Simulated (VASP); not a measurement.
Data:

```
CELL_PARAMETERS angstrom
      0.00000     3.10103     3.10103
      3.10103     0.00000     3.10103
      3.10103     3.10103     0.00000
ATOMIC_POSITIONS crystal
  Li 0.25000 0.25000 0.25000
  Li 0.75000 0.75000 0.75000
  Se 0.00000 0.00000 0.00000
```

All values below come from RPBE GGA, VASP's PBE PAW potentials (set 64) (plane waves; VASP). Run with 520 eV cut-off, 6×6×6 Γ-centred mesh, Gaussian smearing of 0.050 eV, potentials Li_sv Se.

Give the stress tensor in GPa (positive for a compressed cell).

```
-1.67   0.00   0.00
 0.00  -1.67   0.00
 0.00   0.00  -1.67
```
The pressure is its mean diagonal, -1.67 GPa.

The compound is Li2Se in the antifluorite structure. This cell is one point of a volume scan, at 1.06 of the reference volume.
